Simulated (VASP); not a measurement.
```
CELL_PARAMETERS angstrom
      4.62767     0.00000     0.00000
      0.00000     4.62767     0.00000
      0.00000     0.00000     2.96044
ATOMIC_POSITIONS crystal
  Ti 0.00000 0.00000 0.00000
  Ti 0.50000 0.50000 0.50000
  O  0.30451 0.30451 0.00000
  O  0.80451 0.19549 0.50000
  O  0.19549 0.80451 0.50000
  O  0.69549 0.69549 0.00000
```

Computed with PBE GGA with D3 dispersion (zero damping), VASP's PBE PAW potentials (set 64) (plane waves; VASP). Run with 520 eV cut-off, 6×6×8 Γ-centred mesh, tetrahedra with Blöchl corrections, potentials Ti_sv O.

Task: Estimate the energy per atom (σ→0), band gap (on the k-mesh) with the smallest direct gap where there is one.

Result: 
```yaml
band gap (on the k-mesh): 1.82 eV
smallest direct gap (on the k-mesh): 1.82 eV
energy per atom (σ→0): -9.123 eV/atom
```

Total energies compare only between runs with the same potentials, cut-off and functional.

The compound is TiO2 in the rutile structure. It was relaxed first.
